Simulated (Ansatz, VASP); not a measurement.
# Cross-check of SiO2 (Quartz) between VASP and Ansatz, part 2 of 3

Wanted: the spread between two codes on one cell, functional and k mesh. The cell is taken from a series of runs on this material, whose earlier steps may have relaxed, scaled, displaced or heated it; both programs get it as it stands.

VASP 6.6.1 and Ansatz 0.2.0.

So far: The structure; VASP: zone-centre phonons, PBE.

## 2. VASP: zone-centre phonons, PBE (continued)

Level of this step: PBE; plane waves and PAW (Si, O) (VASP).

Parts of OUTCAR (step 2):

```text
ion  position               nearest neighbor table
   1  0.523  0.000  0.333-   9 1.63   5 1.63   7 1.63   6 1.63   3 3.12   3 3.12   2 3.12   2 3.12

  LATTYP: Found a hexagonal cell.
 ALAT       =     5.0217182311
 C/A-ratio  =     1.0972653085

 Subroutine GETGRP returns: Found  6 space group operations
 (whereof  2 operations were pure point group operations)

The static configuration has the point symmetry C_2 .
 The point group associated with its full space group is D_3 .

 Found     24 irreducible k-points:

   k-points           NKPTS =     24   k-points in BZ     NKDIM =     24   number of bands    NBANDS=     33

   dimension x,y,z NGX =    40 NGY =   40 NGZ =   48
   dimension x,y,z NGXF=    80 NGYF=   80 NGZF=   96

   ENCUT  =  600.0 eV  44.10 Ry    6.64 a.u.  10.03 10.03 11.01*2*pi/ulx,y,z

   NELECT =      48.0000    total number of electrons

 k-points in reciprocal lattice and weights: Automatic mesh
   0.00000000  0.00000000  0.00000000       0.007
   0.16666667 -0.00000000  0.00000000       0.042
   0.33333333  0.00000000  0.00000000       0.042
   0.50000000 -0.00000000  0.00000000       0.021
   0.16666667  0.16666667  0.00000000       0.042
   0.33333333  0.16666667  0.00000000       0.083
   0.33333333  0.33333333  0.00000000       0.014
   0.00000000  0.00000000  0.25000000       0.014
   0.16666667 -0.00000000  0.25000000       0.042
[...]
0.33333333  0.16666667  0.50000000       0.083
   0.33333333  0.33333333  0.50000000       0.014

 average (electrostatic) potential at core
       1 -87.0916       2 -87.0916       3 -87.0916       4 -72.8711       5 -72.8711
       6 -72.8711       7 -72.8711       8 -72.8711       9 -72.8711

  Total       -0.1629808     -0.1629808     -0.1377473      0.0000000     -0.0000000      0.0000000
  in kB       -2.1699403     -2.1699403     -1.8339791      0.0000000     -0.0000000      0.0000000
  external PRESSURE =      -2.0579532 kB  Pullay stress =       0.0000000 kB

  energy-cutoff  :      600.00
  volume of cell :      120.34
      direct lattice vectors                 reciprocal lattice vectors
     5.021718231  0.000000000  0.000000000     0.199135028  0.114970662  0.000000000
    -2.510859116  4.348935559  0.000000000     0.000000000  0.229941324  0.000000000
     0.000000000  0.000000000  5.510157204     0.000000000  0.000000000  0.181483025

 POSITION                                       TOTAL-FORCE (eV/Angst)
 -----------------------------------------------------------------------------------
      2.62826      0.00000      1.83672         0.012411     -0.000000     -0.000000
     -1.31413      2.27614      3.67344        -0.006206      0.010748     -0.000000
[...]
3.58210      1.11157      2.54216        -0.014722      0.004709      0.006708
 -----------------------------------------------------------------------------------
    total drift:                                0.000002      0.000002     -0.000000

 Eigenvectors and eigenvalues of the dynamical matrix
 ----------------------------------------------------

   1 f  =   34.017749 THz   213.739819 2PiTHz 1134.709955 cm-1   140.686041 meV
             X         Y         Z           dx          dy          dz
      2.628259  0.000000  1.836719    -0.000392   -0.065066   -0.286314
     -1.314130  2.276139  3.673438    -0.041668   -0.025198    0.214228
      1.196729  2.072796  0.000000     0.013497   -0.009386    0.072086
     -0.242841  1.802533  4.804714    -0.408119    0.037743   -0.306491
      1.071240  3.237362  1.131276    -0.145105    0.280176    0.232004
     -0.828399  3.657976  2.967995    -0.066659   -0.068817    0.074487
      1.682460  0.690960  0.705443     0.180965   -0.241973    0.227873
      2.268018  2.546403  4.378881     0.414129    0.029291   -0.308129
      3.582099  1.111573  2.542162     0.062625    0.095585    0.080257

   2 f  =   34.017749 THz   213.739819 2PiTHz 1134.709955 cm-1   140.686041 meV
             X         Y         Z           dx          dy          dz
      2.628259  0.000000  1.836719    -0.001367    0.018650    0.082066
     -1.314130  2.276139  3.673438    -0.041235   -0.022626    0.206922
      1.196729  2.072796  0.000000    -0.057047    0.032539   -0.288988
     -0.242841  1.802533  4.804714     0.128325    0.005136    0.090942
      1.071240  3.237362  1.131276    -0.114108    0.268150    0.219958
     -0.828399  3.657976  2.967995     0.234885    0.346596   -0.310900
      1.682460  0.690960  0.705443     0.163909   -0.257514    0.224235
      2.268018  2.546403  4.378881    -0.107356   -0.024350    0.085226
      3.582099  1.111573  2.542162    -0.173650   -0.375854   -0.309461

   3 f  =   31.671749 THz   198.999468 2PiTHz 1056.455829 cm-1   130.983770 meV
             X         Y         Z           dx          dy          dz
      2.628259  0.000000  1.836719     0.269135   -0.000000    0.000000
     -1.314130  2.276139  3.673438    -0.134567    0.233077   -0.000000
      1.196729  2.072796  0.000000    -0.134567   -0.233077    0.000000
     -0.242841  1.802533  4.804714     0.282471   -0.022562    0.223944
      1.071240  3.237362  1.131276    -0.121697    0.255908    0.223944
     -0.828399  3.657976  2.967995    -0.160775   -0.233346    0.223944
      1.682460  0.690960  0.705443    -0.160775    0.233346   -0.223944
      2.268018  2.546403  4.378881     0.282471    0.022562   -0.223944
      3.582099  1.111573  2.542162    -0.121697   -0.255908   -0.223944

   4 f  =   31.312499 THz   196.742233 2PiTHz 1044.472537 cm-1   129.498032 meV
             X         Y         Z           dx          dy          dz
      2.628259  0.000000  1.836719    -0.000000   -0.067106   -0.273847
     -1.314130  2.276139  3.673438     0.058116    0.033553   -0.273847
      1.196729  2.072796  0.000000    -0.058116    0.033553   -0.273847
     -0.242841  1.802533  4.804714     0.306403   -0.011530    0.181393
      1.071240  3.237362  1.131276    -0.143216    0.271118    0.181393
     -0.828399  3.657976  2.967995    -0.163187   -0.259588    0.181393
      1.682460  0.690960  0.705443     0.163187   -0.259588    0.181393
      2.268018  2.546403  4.378881    -0.306403   -0.011530    0.181393
      3.582099  1.111573  2.542162     0.143216    0.271118    0.181393

   5 f  =   31.144893 THz   195.689134 2PiTHz 1038.881807 cm-1   128.804870 meV
             X         Y         Z           dx          dy          dz
      2.628259  0.000000  1.836719    -0.179821    0.094745   -0.019714
     -1.314130  2.276139  3.673438    -0.274157   -0.002923   -0.049706
      1.196729  2.072796  0.000000    -0.311571    0.127609    0.069420
     -0.242841  1.802533  4.804714     0.372904   -0.023908    0.301666
      1.071240  3.237362  1.131276     0.097574   -0.274434   -0.228190
     -0.828399  3.657976  2.967995     0.018277    0.089272   -0.073476
      1.682460  0.690960  0.705443     0.136628   -0.238643    0.224374
      2.268018  2.546403  4.378881     0.377453    0.045211   -0.303179
      3.582099  1.111573  2.542162     0.011215    0.111844    0.078806

   6 f  =   31.144893 THz   195.689134 2PiTHz 1038.881807 cm-1   128.804870 meV
             X         Y         Z           dx          dy          dz
      2.628259  0.000000  1.836719     0.051542    0.330546   -0.068777
     -1.314130  2.276139  3.673438     0.149210    0.236209    0.051461
      1.196729  2.072796  0.000000     0.018678    0.198795    0.017316
     -0.242841  1.802533  4.804714    -0.115472    0.047067   -0.089324
      1.071240  3.237362  1.131276     0.135054   -0.228263   -0.216589
     -0.828399  3.657976  2.967995    -0.228652   -0.307560    0.305912
      1.682460  0.690960  0.705443     0.184251   -0.213569    0.220539
      2.268018  2.546403  4.378881    -0.099603    0.027255    0.084044
      3.582099  1.111573  2.542162    -0.166236   -0.338982   -0.304583

   7 f  =   22.748358 THz   142.932148 2PiTHz  758.803542 cm-1    94.079607 meV
             X         Y         Z           dx          dy          dz
      2.628259  0.000000  1.836719    -0.624796   -0.089851    0.034010
     -1.314130  2.276139  3.673438    -0.037596    0.518134    0.085736
      1.196729  2.072796  0.000000     0.195334   -0.294389   -0.119746
     -0.242841  1.802533  4.804714    -0.021274   -0.063780    0.037132
      1.071240  3.237362  1.131276     0.158283    0.004878    0.051287
     -0.828399  3.657976  2.967995     0.127964   -0.184952   -0.088419
      1.682460  0.690960  0.705443     0.096670    0.131067    0.070660
      2.268018  2.546403  4.378881     0.034297   -0.050769    0.011242
      3.582099  1.111573  2.542162     0.222958   -0.013867   -0.081902

   8 f  =   22.748358 THz   142.932148 2PiTHz  758.803542 cm-1    94.079607 meV
             X         Y         Z           dx          dy          dz
      2.628259  0.000000  1.836719    -0.179114    0.313424   -0.118635
     -1.314130  2.276139  3.673438     0.428871   -0.273776    0.088771
      1.196729  2.072796  0.000000    -0.383652   -0.506706    0.029864
     -0.242841  1.802533  4.804714     0.098790    0.197923   -0.080660
      1.071240  3.237362  1.131276     0.167447    0.018365    0.072487
     -0.828399  3.657976  2.967995    -0.022383    0.048685    0.008173
      1.682460  0.690960  0.705443     0.086780    0.139280    0.053777
      2.268018  2.546403  4.378881    -0.095056    0.201653   -0.088081
      3.582099  1.111573  2.542162    -0.058155    0.012992    0.034305

   9 f  =   22.464576 THz   141.149091 2PiTHz  749.337582 cm-1    92.905978 meV
             X         Y         Z           dx          dy          dz
      2.628259  0.000000  1.836719     0.000000    0.553648   -0.107839
     -1.314130  2.276139  3.673438    -0.479473   -0.276824   -0.107839
      1.196729  2.072796  0.000000     0.479473   -0.276824   -0.107839
     -0.242841  1.802533  4.804714    -0.031309   -0.038815    0.071428
      1.071240  3.237362  1.131276     0.049269   -0.007707    0.071428
     -0.828399  3.657976  2.967995    -0.017960    0.046522    0.071428
      1.682460  0.690960  0.705443     0.017960    0.046522    0.071428
      2.268018  2.546403  4.378881     0.031309   -0.038815    0.071428
      3.582099  1.111573  2.542162    -0.049269   -0.007707    0.071428

  10 f  =   19.838242 THz   124.647349 2PiTHz  661.732517 cm-1    82.044339 meV
             X         Y         Z           dx          dy          dz
      2.628259  0.000000  1.836719     0.076770    0.048037    0.184994
     -1.314130  2.276139  3.673438    -0.077332   -0.110788    0.471235
      1.196729  2.072796  0.000000    -0.137828    0.102081   -0.656229
     -0.242841  1.802533  4.804714     0.018942    0.139793   -0.098992
      1.071240  3.237362  1.131276     0.182102   -0.140964    0.033713
     -0.828399  3.657976  2.967995    -0.142621   -0.141886    0.065278
    [... 205 further lines ...]
      2.268018  2.546403  4.378881     0.072359   -0.287390    0.000575
      3.582099  1.111573  2.542162     0.071230   -0.289815    0.001160

 ELASTIC MODULI CONTR FROM IONIC RELAXATION (kBar)
 Direction    XX          YY          ZZ          XY          YZ          ZX
 --------------------------------------------------------------------------------
 XX       -2284.7906   -814.6639  -1319.8489      0.0000    305.3311     -0.0000
 YY        -814.6639  -2284.7906  -1319.8489      0.0000   -305.3311      0.0000
 ZZ       -1319.8489  -1319.8489  -1660.8663      0.0000     -0.0000      0.0000
 XY           0.0000      0.0000      0.0000   -735.0890      0.0000    306.6785
 YZ         305.3311   -305.3311     -0.0000      0.0000  -1194.9862      0.0000
 ZX          -0.0000      0.0000     -0.0000    306.6785      0.0000  -1201.5204
 --------------------------------------------------------------------------------
```

Energies printed during the response cycles are not total energies of the cell.

[end of part 2 of 3]

[Lines on the potential files, build, host, timing and source positions are cut from VASP's logs without a mark.]

[Logs are printed without paths, hosts, clocks, repeated set-up lines and the standing remarks that a program may print on its own settings, such as how far it seeks lower states.]

[Hosts, paths, dates, database ids (printed as entryN), source tags and the programs' standing remarks are cut or masked in the printed files.]
